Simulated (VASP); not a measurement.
Crystal: MgCd3Te4.

```
Mg Cd Te
1.0
    -6.42350    6.42350    0.00000
    -6.42350    0.00000    6.42350
     0.00000    6.42350    6.42350
Mg Cd Te
2 6 8
Direct
  0.00000 0.00000 0.00000
  0.50000 0.00000 0.00000
  0.00000 0.50000 0.00000
  0.00000 0.00000 0.50000
  0.50000 0.50000 0.00000
  0.50000 0.00000 0.50000
  0.00000 0.50000 0.50000
  0.50000 0.50000 0.50000
  0.87500 0.87500 0.37500
  0.37500 0.87500 0.37500
  0.87500 0.37500 0.37500
  0.87500 0.87500 0.87500
  0.37500 0.37500 0.37500
  0.37500 0.87500 0.87500
  0.87500 0.37500 0.87500
  0.37500 0.37500 0.87500
```

The cell was built by a generator and needn't be a form met in nature.

- Program: VASP 6.6.1
- Task: relaxation of cell and atoms
- Functional: PBE
- Potentials or basis: VASP PAW PBE potentials, release 64 (Mg, Cd, Te)
- Cutoff: 600 eV
- k mesh: 4 × 4 × 4
- Occupations: gaussian, width 0.03 eV
- Spin: no spin polarisation

At the start: pressure 3.4 GPa; volume 33.13 Å³/atom.

Task: How do energy, volume and symmetry change on relaxing?

Result: Over 10 steps the energy falls by 28.6 meV/atom and the volume is 35.83 Å³/atom (+8.2 %); space group Amm2 (No. 38, to 0.05 Å).

Step by step:
| step | energy change (eV) | largest force (eV/Å) | pressure (GPa) | volume (Å³) |
| --- | --- | --- | --- | --- |
| 1 | 0.0000 | 0.3655 | 3.37 | 530.08 |
| 2 | -0.4237 | 0.1254 | -0.66 | 585.36 |
| 3 | -0.4452 | 0.1623 | -0.03 | 574.41 |
| 4 | -0.4451 | 0.1591 | -0.07 | 575.32 |
| 5 | -0.4506 | 0.1116 | -0.07 | 574.96 |
| 6 | -0.4563 | 0.0303 | -0.04 | 574.12 |
| 7 | -0.4564 | 0.0304 | -0.04 | 574.03 |
| 8 | -0.4568 | 0.0176 | 0.03 | 573.03 |
| 9 | -0.4568 | 0.0151 | 0.04 | 572.81 |
| 10 | -0.4570 | 0.0051 | 0.01 | 573.32 |

Final structure:
```xyz
16
Lattice="-6.5986 6.5986 0.0000 -6.5957 0.0029 6.5894 -0.0029 6.5957 6.5894" Properties=species:S:1:pos:R:3 pbc="T T T"
Mg   -6.5986    6.5986   13.1687
Mg   -9.8979    9.8979   13.1687
Cd   -3.3085    6.5894    9.8835
Cd   -6.5894    3.3085    9.8835
Cd   -6.6077    9.8887    9.8835
Cd   -9.8887    6.6077    9.8835
Cd   -9.8979    9.8979    6.5972
Cd   -6.5986    6.5986    6.5972
Te  -11.5662    8.2295    8.2175
Te   -8.2669    4.9302    8.2175
Te   -8.2482    8.2482    4.9427
Te  -11.5475   11.5475   11.5729
Te   -4.9489    4.9489    4.9427
Te   -8.2482    8.2482   11.5729
Te   -8.2295   11.5662    8.2175
Te   -4.9302    8.2669    8.2175
```
